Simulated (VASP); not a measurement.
Level of theory: LDA (Ceperley-Alder, Perdew-Zunger), VASP's LDA PAW potentials (set 64) (plane waves; VASP 6.6.1).

VASP input:

File POSCAR:
```
SiNi3
1
    3.4285884625     0.0000000000     0.0000000000
   -0.0000000000     3.4285884625     0.0000000000
   -0.0000000000    -0.0000000000     3.4285884625
Si Ni
1 3
Direct
  0.0000000000   0.0000000000   0.0000000000
  0.0000000000   0.5000000000   0.5000000000
  0.5000000000   0.0000000000   0.5000000000
  0.5000000000   0.5000000000   0.0000000000
```

**KPOINTS**
```
Automatic mesh
0
Gamma
 8 8 8
0 0 0
```

INCAR:
```
SYSTEM = SiNi3
PREC = Accurate; ENCUT = 400; LREAL = .False.
LASPH = .True.
EDIFF = 1E-6; NELM = 100; ALGO = Normal
LMAXMIX = 4
ISMEAR = 1; SIGMA = 0.1
IBRION = 2; NSW = 60; ISIF = 3
EDIFFG = -0.02
LWAVE = .False.; LCHARG = .False.
```

POTCAR, in this order: Si Ni (LDA.64 set). Program: vasp_std.

Q: What does the run give for the energy per atom (σ→0), volume per atom, band gap (on the k-mesh)?

A: 
```
Quantity                                                    Result
------------------------  ----------------------------------------
energy per atom (σ→0)                               -6.982 eV/atom
band gap (on the k-mesh)  none (metal, semimetal or under 0.01 eV)
volume per atom                                      10.06 Å³/atom
```

### OSZICAR
```
...
DAV:   1    -0.279286837829E+02   -0.24637E-02   -0.27317E-02  1510   0.272E+00    0.422E-01
DAV:   2    -0.279282959628E+02    0.38782E-03   -0.28157E-02  1658   0.294E+00    0.313E-01
DAV:   3    -0.279264177825E+02    0.18782E-02   -0.76547E-03  1655   0.157E+00    0.660E-02
DAV:   4    -0.279263595716E+02    0.58211E-04   -0.25777E-04  1509   0.119E-01    0.177E-02
DAV:   5    -0.279263535802E+02    0.59914E-05   -0.14185E-05  1815   0.457E-02    0.987E-03
DAV:   6    -0.279263525745E+02    0.10058E-05   -0.28144E-06  1239   0.163E-02    0.273E-03
DAV:   7    -0.279263526663E+02   -0.91854E-07   -0.87249E-07   842   0.872E-03
   3 F= -.27926353E+02 E0= -.27926940E+02  d E =-.643394E-04
```

The structure comes from a computed database's SiNi3 entry (Pm-3m); how it stands against other phases isn't given here. This run relaxes it. Symmetry was kept, so distortions that lower it aren't found. The start is the result of an earlier pass. The run is not spin-polarised, so no magnetic state was tried.
